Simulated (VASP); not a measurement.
Computed with PBEsol GGA, VASP's PBE PAW potentials (set 64) (plane waves; VASP 6.6.1).

Gaps are without spin-orbit coupling.

- volume per atom = 35.23 Å³/atom
- band gap (over mesh and band path) = 4.33 eV
- smallest direct gap (over mesh and band path) = 4.33 eV
- Hill bulk modulus = 155 kbar
- Hill shear modulus = 8.2 GPa

Problem. Which relaxed crystal gives these values?
A) Rb2PdSe2, Immm (71)
B) BaGaSnH, P3m1 (156)
C) KBr, Fm-3m (225)
D) MgO, P6_3/mmc (194)

Solution. C, KBr, Fm-3m (225)
